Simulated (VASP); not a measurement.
```yaml
crystal:
  lattice:
    - [11.99952, 0.00000, 0.00000]
    - [0.00000, 11.99952, 0.00000]
    - [0.00000, 0.00000, 11.99952]
  atoms:
    - { symbol: In, position: [0.49999, 0.00039, 0.00028] }
    - { symbol: In, position: [0.74953, 0.25012, 0.00036] }
    - { symbol: In, position: [0.74971, 0.99985, 0.25062] }
    - { symbol: In, position: [0.00007, 0.00017, 0.99999] }
    - { symbol: In, position: [0.25050, 0.25052, 0.00004] }
    - { symbol: In, position: [0.50002, 0.49994, 0.00011] }
    - { symbol: In, position: [0.74953, 0.74961, 0.99993] }
    - { symbol: In, position: [0.25051, 0.00012, 0.25056] }
    - { symbol: In, position: [0.50095, 0.25371, 0.25380] }
    - { symbol: In, position: [0.74660, 0.49929, 0.25362] }
    - { symbol: In, position: [0.50003, 0.99993, 0.49997] }
    - { symbol: In, position: [0.74671, 0.25352, 0.49936] }
    - { symbol: In, position: [0.74945, 0.00011, 0.74959] }
    - { symbol: In, position: [0.99976, 0.49999, 0.00049] }
    - { symbol: In, position: [0.25032, 0.74980, 0.00042] }
    - { symbol: In, position: [0.00019, 0.25048, 0.25051] }
    - { symbol: In, position: [0.25351, 0.50101, 0.25357] }
    - { symbol: In, position: [0.49929, 0.74656, 0.25348] }
    - { symbol: In, position: [0.99972, 0.00019, 0.49990] }
    - { symbol: In, position: [0.25355, 0.25355, 0.50110] }
    - { symbol: In, position: [0.74632, 0.74630, 0.50112] }
    - { symbol: In, position: [0.25047, 0.99990, 0.74954] }
    - { symbol: In, position: [0.49911, 0.25340, 0.74666] }
    - { symbol: In, position: [0.74669, 0.50064, 0.74695] }
    - { symbol: In, position: [0.99991, 0.74986, 0.25060] }
    - { symbol: In, position: [0.00010, 0.50015, 0.49999] }
    - { symbol: In, position: [0.25339, 0.74675, 0.49924] }
    - { symbol: In, position: [0.00017, 0.25036, 0.74967] }
    - { symbol: In, position: [0.25325, 0.49930, 0.74698] }
    - { symbol: In, position: [0.50071, 0.74669, 0.74697] }
    - { symbol: In, position: [0.99994, 0.74977, 0.74950] }
    - { symbol: P, position: [0.62433, 0.12616, 0.12667] }
    - { symbol: P, position: [0.87363, 0.37553, 0.12648] }
    - { symbol: P, position: [0.87373, 0.12638, 0.37562] }
    - { symbol: P, position: [0.12541, 0.12533, 0.12531] }
    - { symbol: P, position: [0.37544, 0.37542, 0.12587] }
    - { symbol: P, position: [0.62464, 0.62455, 0.12576] }
    - { symbol: P, position: [0.87469, 0.87478, 0.12523] }
    - { symbol: P, position: [0.37545, 0.12582, 0.37561] }
    - { symbol: P, position: [0.61440, 0.38597, 0.38609] }
    - { symbol: P, position: [0.87427, 0.62471, 0.37558] }
    - { symbol: P, position: [0.62447, 0.12581, 0.62454] }
    - { symbol: P, position: [0.87445, 0.37550, 0.62466] }
    - { symbol: P, position: [0.87470, 0.12537, 0.87471] }
    - { symbol: P, position: [0.12609, 0.62446, 0.12651] }
    - { symbol: P, position: [0.37580, 0.87393, 0.12642] }
    - { symbol: P, position: [0.12581, 0.37545, 0.37552] }
    - { symbol: P, position: [0.38581, 0.61442, 0.38595] }
    - { symbol: P, position: [0.62464, 0.87416, 0.37558] }
    - { symbol: P, position: [0.12626, 0.12616, 0.62432] }
    - { symbol: P, position: [0.38562, 0.38595, 0.61466] }
    - { symbol: P, position: [0.61418, 0.61411, 0.61484] }
    - { symbol: P, position: [0.87359, 0.87387, 0.62425] }
    - { symbol: P, position: [0.37562, 0.12622, 0.87378] }
    - { symbol: P, position: [0.62458, 0.37516, 0.87455] }
    - { symbol: P, position: [0.87387, 0.62436, 0.87386] }
    - { symbol: P, position: [0.12621, 0.87395, 0.37577] }
    - { symbol: P, position: [0.12576, 0.62463, 0.62460] }
    - { symbol: P, position: [0.37556, 0.87425, 0.62461] }
    - { symbol: P, position: [0.12610, 0.37579, 0.87403] }
    - { symbol: P, position: [0.37529, 0.62472, 0.87462] }
    - { symbol: P, position: [0.62423, 0.87399, 0.87394] }
    - { symbol: P, position: [0.12530, 0.87468, 0.87472] }
    - { symbol: Fe, position: [0.49995, 0.50012, 0.50032], spin: 3.0 }
```

Computed with HSE06 screened hybrid, VASP's PBE PAW potentials (set 64) (plane waves; VASP). Numerical set-up: PREC = Normal, LREAL = Auto, ISYM = 0, EDIFF = 1E-5, 400 eV cut-off, 1×1×1 Γ-centred mesh, Gaussian smearing of 0.050 eV, potentials In P Fe.

The supercell is sampled at Γ alone, which is coarse: total energies, pressure and levels can be off, energies of defects by several tenths of an eV.

Question: Estimate the cell moment, energy per atom (σ→0).

Answer: 
```
Property                        Value
---------------------  --------------
cell moment                   5.00 μB
energy per atom (σ→0)  -5048 meV/atom
```

Question: Give the moment on each site (PAW-sphere projection).

Answer: 
| site | moment (μB) |
|---|---|
| In1 | 0.01 |
| In2 | 0.00 |
| In3 | 0.00 |
| In4 | 0.00 |
| In5 | 0.00 |
| In6 | 0.00 |
| In7 | 0.00 |
| In8 | 0.00 |
| In9 | 0.02 |
| In10 | 0.02 |
| In11 | 0.00 |
| In12 | 0.02 |
| In13 | 0.00 |
| In14 | 0.01 |
| In15 | 0.00 |
| In16 | 0.00 |
| In17 | 0.02 |
| In18 | 0.02 |
| In19 | 0.01 |
| In20 | 0.02 |
| In21 | 0.02 |
| In22 | 0.00 |
| In23 | 0.02 |
| In24 | 0.02 |
| In25 | 0.00 |
| In26 | 0.00 |
| In27 | 0.02 |
| In28 | 0.00 |
| In29 | 0.02 |
| In30 | 0.02 |
| In31 | 0.00 |
| P32 | 0.01 |
| P33 | 0.01 |
| P34 | 0.01 |
| P35 | 0.00 |
| P36 | 0.00 |
| P37 | 0.00 |
| P38 | 0.00 |
| P39 | 0.00 |
| P40 | 0.06 |
| P41 | 0.00 |
| P42 | 0.00 |
| P43 | 0.00 |
| P44 | 0.00 |
| P45 | 0.01 |
| P46 | 0.01 |
| P47 | 0.00 |
| P48 | 0.06 |
| P49 | 0.00 |
| P50 | 0.01 |
| P51 | 0.06 |
| P52 | 0.06 |
| P53 | 0.01 |
| P54 | 0.01 |
| P55 | 0.00 |
| P56 | 0.01 |
| P57 | 0.01 |
| P58 | 0.00 |
| P59 | 0.00 |
| P60 | 0.01 |
| P61 | 0.00 |
| P62 | 0.01 |
| P63 | 0.00 |
| Fe64 | 3.74 |

The cell is a supercell with a defect, built from InP (zinc blende): Fe_In. The cell's shape comes from a PBE relaxation.
